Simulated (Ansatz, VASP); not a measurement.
# W2CCl2 (W2CCl2 MXene monolayer) in two plane-wave programs, part 2 of 2

Wanted: the spread between two codes on one cell, functional and k mesh. Of the first pair: The structure shown is the start of the Ansatz relaxation below; VASP solves that cell, so the two are compared at the walk's first step.

VASP 6.6.1 and Ansatz 0.2.0.

So far: Starting point; Ansatz: relaxation, PBE with D3(BJ); VASP: single point, PBE with D3(BJ), start cell, pair 1.

## (4) Comparison

Known differences besides the potentials themselves: Ansatz cuts the interaction across the vacuum, VASP repeats the sheet with a dipole correction; the data sets hold 46 valence electrons in Ansatz (on its default PAW (the set named soft_2) files) and 30 in VASP; the cutoff is 420 eV in Ansatz and 520 eV in VASP. Total energies have different zeros and are not compared.

Forces (eV/Å; atoms numbered as in POSCAR):

| atom | Ansatz x, y, z | VASP x, y, z |
| --- | --- | --- |
| Cl1 | 0.000, 0.000, -1.517 | 0.000, 0.000, -1.505 |
| Cl2 | 0.000, 0.000, 1.517 | 0.000, 0.000, 1.505 |
| W3 | 0.000, 0.000, 1.909 | 0.000, 0.000, 1.972 |
| W4 | 0.000, 0.000, -1.909 | 0.000, 0.000, -1.972 |
| C5 | 0.000, 0.000, 0.000 | 0.000, 0.000, 0.000 |

The forces differ by 23 meV/Å r.m.s., which is 2.6 % of the r.m.s. force of 0.906 eV/Å (both taken over all components). With vacuum in the cell, a pressure given here is an average over mostly empty space and none of the material.

## (5) Ansatz: relaxation, PBE with D3(BJ)

This run makes the geometry at which the two programs are then compared.

The structure compared here is the end of the Ansatz relaxation.

Input file input.yaml:

```yaml
crystal:
  lattice:
    - [3.125408, 0.0, 0.0]
    - [-1.562704, 2.7066827252, 0.0]
    - [0.0, 0.0, 42.7631248253]
  atoms:
    - { symbol: Cl, position: [0.3333333333, 0.6666666667, 0.4314464875] }
    - { symbol: W, position: [0.6666666667, 0.3333333333, 0.4711620062] }
    - { symbol: C, position: [0.0, 0.0, 0.5] }
    - { symbol: W, position: [0.3333333333, 0.6666666667, 0.5288379938] }
    - { symbol: Cl, position: [0.6666666667, 0.3333333333, 0.5685535125] }
  periodic: [true, true, false]
kpoints:
  mp_grid: { grid: [12, 12, 1] }
hamiltonian:
  xc: pbe
  dispersion: d3bj
scf:
  occupations: { method: fermi_dirac, width: 0.05 }
  convergence: { dr2_threshold: 1.0e-09 }
relax:
  f_tol: 0.004
  max_steps: 90
  cell: {}
output:
  write_potential: true
  write_density: true
  volumetric_format: npy
```

Launch:

```
> ansatz run input.yaml --threads 2 --pin off --max-ram 3072MiB --backend cpu --events-out ev --progress --plain --runs-dir out
```

Numbers of over 12 decimals in the logs are rounded to 6 here.

The log of the run:

```text
[...]
Crystal: 5 atoms, lattice volume = 361.754 Å³
Basis set: ecut = 420 eV, 7031 PW (Γ), exchange–correlation on 48×48×576 points (8 copies of the dense FFT grid, shifted against one another)
Bands: 28, of which v1, the nominal top of the filled ones, is band 23 counted from 1 (22 counted from 0)
Symmetry: 12 space group operations
[...]
cell:  # Å, volume = 416.7046 Å³
    - [3.354394, 0.0, 0]
    - [-1.677197, 2.904991, 0]
    - [0, 0, 42.7631248253]
  atoms:
    - { symbol: Cl, position: [0.333333, 0.666667, 0.436261] }
    - { symbol: W, position: [0.666667, 0.333333, 0.478487] }
    - { symbol: C, position: [0, 0, 0.5] }
    - { symbol: W, position: [0.333333, 0.666667, 0.521513] }
    - { symbol: Cl, position: [0.666667, 0.333333, 0.563739] }
[key lines of the parts left out:]
SCF converged after 3 iterations
Free energy (F): -23181.972797 eV
Fermi energy:    -3.971083 eV
P = ½ c Tr σ = 0.0048 N/m
```

## (6) VASP: single point, PBE with D3(BJ), relaxed cell, pair 2

The same cell, functional, mesh and smearing now go to VASP, with its own data sets.

Input file INCAR:

```
SYSTEM = W2CCl2
PREC = Accurate
ENCUT = 520
EDIFF = 1E-06
NELM = 120
ISMEAR = -1
SIGMA = 0.05
LREAL = .FALSE.
ALGO = Normal
GGA = PE
IVDW = 12
NBANDS = 21
LASPH = .TRUE.
LORBIT = 11
LWAVE = .FALSE.
LCHARG = .FALSE.
ISIF = 2
LDIPOL = .TRUE.
IDIPOL = 3
DIPOL = 0.5 0.5 0.5
LVHAR = .TRUE.
GGA_COMPAT = .FALSE.
NELMDL = -8
KPAR = 2
```

Input file POSCAR:

```
W2CCl2
1.0
    3.3543943833      0.0000000000      0.0000000000
   -1.6771971916      2.9049907502      0.0000000000
    0.0000000000      0.0000000000     42.7631248253
Cl W C
2 2 1
Direct
    0.3333333333      0.6666666667      0.4362605211
    0.6666666667      0.3333333333      0.5637394789
    0.6666666667      0.3333333333      0.4784874358
    0.3333333333      0.6666666667      0.5215125642
    0.0000000000      0.0000000000      0.5000000000
```

Input file KPOINTS:

```
Automatic mesh
0
Gamma
12 12 1
0 0 0
```

PAW data sets: Cl, W and C (PBE family, release 64).

Launch:

```
> mpirun -np 2 vasp_std
```

The log of the run:

```text
[... set-up lines as in an earlier step ...]
 entering main loop
       N       E                     dE             d eps       ncg     rms          rms(c)
DAV:   1     0.262078540346E+03    0.26208E+03   -0.97377E+03   830   0.102E+03
DAV:   2     0.131518751058E+01   -0.26076E+03   -0.25066E+03  1274   0.203E+02
DAV:   3    -0.431707063353E+02   -0.44486E+02   -0.43366E+02  1045   0.101E+02
DAV:   4    -0.448434056443E+02   -0.16727E+01   -0.16250E+01  1170   0.220E+01
[...]
DAV:  24    -0.398126586952E+02   -0.28153E-05   -0.93324E-08   668   0.902E-04    0.238E-04
DAV:  25    -0.398126599905E+02   -0.12953E-05   -0.15952E-08   574   0.561E-04    0.262E-04
DAV:  26    -0.398126604666E+02   -0.47612E-06   -0.10090E-08   579   0.308E-04
   1 F= -.41302788E+02 E0= -.41293301E+02  d E =-.189756E-01
```

From OUTCAR (step 6):

```text
 Edisp (eV)   -1.49013

  Total      -0.29109    -0.29109    -0.50324    -0.00000     0.00000    -0.00000
  in kB      -1.11921    -1.11921    -1.93489    -0.00000     0.00000    -0.00000
  external pressure =       -1.39 kB  Pullay stress =        0.00 kB

 POSITION                                       TOTAL-FORCE (eV/Angst)
 -----------------------------------------------------------------------------------
     -0.00000      1.93666     18.65586        -0.000000     -0.000000      0.042680
      1.67720      0.96833     24.10726         0.000000      0.000000     -0.042680
      1.67720      0.96833     20.46162         0.000000     -0.000000      0.124440
     -0.00000      1.93666     22.30151        -0.000000      0.000000     -0.124440
      0.00000      0.00000     21.38156         0.000000     -0.000000      0.000000
 -----------------------------------------------------------------------------------
    total drift:                                0.000000      0.000000     -0.000000

  FREE ENERGIE OF THE ION-ELECTRON SYSTEM (eV)
  ---------------------------------------------------
  free  energy   TOTEN  =       -41.3027882897 eV

  energy  without entropy=      -41.2838127110  energy(sigma->0) =      -41.29330050

[... 1 part as in an earlier step ...]

[... 2 further parts left out ...]
[key lines of the parts left out:]
E-fermi :  -1.8660
```

The gap is under twice the smearing width, so the edge states are partly filled and the run can't tell a small gap from a semimetal.

## (7) Side by side

What differs besides the data sets and the points named for the pairs above, as far as they apply: the data sets hold 46 valence electrons in Ansatz (on its default PAW (the set named soft_2) files) and 30 in VASP. Total energies have different zeros and are not compared.

Forces (eV/Å; atoms numbered as in POSCAR):

| atom | Ansatz x, y, z | VASP x, y, z |
| --- | --- | --- |
| Cl1 | 0.000, 0.000, 0.000 | 0.000, 0.000, 0.043 |
| Cl2 | 0.000, 0.000, 0.000 | 0.000, 0.000, -0.043 |
| W3 | 0.000, 0.000, 0.000 | 0.000, 0.000, 0.124 |
| W4 | 0.000, 0.000, 0.000 | 0.000, 0.000, -0.124 |
| C5 | 0.000, 0.000, 0.000 | 0.000, 0.000, 0.000 |

The forces differ by 48 meV/Å r.m.s., where the r.m.s. force is 0.000 eV/Å in Ansatz and 0.048 eV/Å in VASP: the atoms lie near their places of rest in Ansatz, so a percentage would say little (all taken over all components). With vacuum in the cell, a pressure given here is an average over mostly empty space and none of the material.

## (8) Further runs

Further runs change the set-up of one program: Ansatz's method, potentials or start, or VASP's data sets, cutoff or form of LDA. The table gives that difference for each run.

```
                                   run  r.m.s. force difference (meV/Å)
                              as above                               48
VASP with the data sets Cl, W_sv and C                               26
```

## (9) Summary of results

```
r.m.s. force difference (single point, PBE with D3(BJ), start cell, pair 1)   : 2.6 % of the r.m.s. force
r.m.s. force difference (single point, PBE with D3(BJ), relaxed cell, pair 2) : 48 meV/Å
```

In words: The r.m.s. force difference is 48 meV/Å (single point, PBE with D3(BJ), relaxed cell, pair 2), beyond the 12 meV/Å picked in this series as the mark of a large difference. The data sets hold unlike numbers of valence electrons (46 in Ansatz and 30 in VASP), so part of the differences comes from the potentials. Single point, PBE with D3(BJ), relaxed cell, pair 2, VASP with the data sets Cl, W_sv and C: r.m.s. force difference goes from 48 to 26 meV/Å. How closely two codes agree says nothing of how well the functional describes the real material.

[Lines on the potential files, build, host, timing and source positions are cut from VASP's logs without a mark.]

[Logs are printed without paths, hosts, clocks, repeated set-up lines and the standing remarks that a program may print on its own settings, such as how far it seeks lower states.]

[Hosts, paths, dates, database ids (printed as entryN), source tags and the programs' standing remarks are cut or masked in the printed files.]
